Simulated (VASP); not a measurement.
VASP input:

### POSCAR
```
TlCl
1
    4.5178026534     0.0000000000     0.0000000000
   -2.2589013267     3.9125316658    -0.0000000000
    0.0000000000    -0.0000000000     7.8453634042
Tl Cl
2 2
Direct
  0.0000000000   0.0000000000   0.0000000000
  0.0000000000   0.0000000000   0.5000000000
  0.3333330000   0.6666670000   0.2500000000
  0.6666670000   0.3333330000   0.7500000000
```

File KPOINTS:
```
Automatic mesh
0
Gamma
5 5 3
0 0 0
```

### INCAR
```
ALGO = Normal   # blocked Davidson
LMAXMIX = 4
ENCUT = 400
NSW = 60   # most ionic steps
ISIF = 3   # ions, shape and volume
LREAL = .FALSE.
PREC = Accurate
LASPH = .TRUE.
NELM = 100   # most electronic steps
EDIFF = 1E-6
GGA = PE   # PBE
EDIFFG = -0.02   # ionic stop
IBRION = 2   # conjugate gradients
SYSTEM = TlCl
LCHARG = .FALSE.
LWAVE = .FALSE.
ISMEAR = 0   # Gaussian
SIGMA = 0.05
```

POTCAR, in this order: Tl_d Cl (PBE.64 set). Program: vasp_std.

**Question.** Write an equivalent input for Ansatz.

**Answer.** One equivalent input (not run):
Ansatz 0.2 input:
```yaml
crystal:
  lattice:
    - [4.5178027, 0.0000000, 0.0000000]
    - [-2.2589013, 3.9125317, 0.0000000]
    - [0.0000000, 0.0000000, 7.8453634]
  atoms:
    - { symbol: Tl, position: [0.0000000, 0.0000000, 0.0000000] }
    - { symbol: Tl, position: [0.0000000, 0.0000000, 0.5000000] }
    - { symbol: Cl, position: [0.3333330, 0.6666670, 0.2500000] }
    - { symbol: Cl, position: [0.6666670, 0.3333330, 0.7500000] }
kpoints:
  mp_grid: { grid: [5, 5, 3] }
hamiltonian:
  xc: pbe
  pseudopotentials: { kind: paw }
scf:
  occupations: { method: gaussian, width: 0.05 }
  max_iter: 100
relax:
  max_steps: 60
  f_tol: 0.02
  cell: {}
output: { forces: true, stress: true, eigenvalues: true }
```
What does not carry over: each code has its own PAW files, so the cut-off isn't converted (ENCUT is set for VASP's; basis.ecutwfc is left out, and Ansatz then takes the one that its files recommend); Ansatz stops its SCF on the density residual and VASP on the energy change (EDIFF).

The structure was generated: TlCl was put into the NiAs type type (P6_3/mmc), which need not be its known phase. This run relaxes it. Symmetry was kept, so distortions that lower it aren't found. The start is the result of an earlier pass.
